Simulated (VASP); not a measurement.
A VASP calculation is set up with these files.

### INCAR
```
SYSTEM = Al2O3
PREC = Accurate
ENCUT = 480
EDIFF = 1E-6
NELM = 100
ALGO = Normal
LREAL = .FALSE.
LASPH = .TRUE.
ISMEAR = 0
SIGMA = 0.05
GGA = PE
LWAVE = .FALSE.
LCHARG = .FALSE.
IBRION = 2
ISIF = 3
NSW = 60
EDIFFG = -0.02
```

### POSCAR
```
Al2O3
1
    4.5827344534    -2.4024320720    -0.0009147471
    4.5827344534     2.4024320720    -0.0009147471
    3.3240861607     0.0000000000     3.9652977033
Al O
4 6
Direct
  0.8520198874   0.8520198874   0.8520198874
  0.3520198874   0.3520198874   0.3520198874
  0.1479801126   0.1479801126   0.1479801126
  0.6479801126   0.6479801126   0.6479801126
  0.4436993630   0.0563006370   0.7500000000
  0.0563006370   0.7500000000   0.4436993630
  0.5563006370   0.9436993630   0.2500000000
  0.2500000000   0.5563006370   0.9436993630
  0.9436993630   0.2500000000   0.5563006370
  0.7500000000   0.4436993630   0.0563006370
```

**KPOINTS**
```
Automatic mesh
0
Gamma
5 5 5
0 0 0
```

POTCAR, in this order: Al O (PBE.64 set). Program: vasp_std.

Q: Translate this PBE calculation to Ansatz.

A: One equivalent input (not run):
Ansatz 0.2 input:
```yaml
crystal:
  lattice:
    - [4.5827345, -2.4024321, -0.0009147]
    - [4.5827345, 2.4024321, -0.0009147]
    - [3.3240862, 0.0000000, 3.9652977]
  atoms:
    - { symbol: Al, position: [0.8520199, 0.8520199, 0.8520199] }
    - { symbol: Al, position: [0.3520199, 0.3520199, 0.3520199] }
    - { symbol: Al, position: [0.1479801, 0.1479801, 0.1479801] }
    - { symbol: Al, position: [0.6479801, 0.6479801, 0.6479801] }
    - { symbol: O, position: [0.4436994, 0.0563006, 0.7500000] }
    - { symbol: O, position: [0.0563006, 0.7500000, 0.4436994] }
    - { symbol: O, position: [0.5563006, 0.9436994, 0.2500000] }
    - { symbol: O, position: [0.2500000, 0.5563006, 0.9436994] }
    - { symbol: O, position: [0.9436994, 0.2500000, 0.5563006] }
    - { symbol: O, position: [0.7500000, 0.4436994, 0.0563006] }
kpoints:
  mp_grid: { grid: [5, 5, 5] }
hamiltonian:
  xc: pbe
  pseudopotentials: { kind: paw }
scf:
  occupations: { method: gaussian, width: 0.05 }
  max_iter: 100
relax:
  max_steps: 60
  f_tol: 0.02
  cell: {}
output: { forces: true, stress: true, eigenvalues: true }
```
The two are equivalent in intent, not identical: each code has its own PAW files, so the cut-off isn't converted (ENCUT is set for VASP's; basis.ecutwfc is left out, and Ansatz then takes the one that its files recommend); Ansatz stops its SCF on the density residual and VASP on the energy change (EDIFF).

The compound is Al2O3 in the corundum structure. This run relaxes it. Symmetry was kept, so distortions that lower it aren't found. The start is the result of an earlier pass.
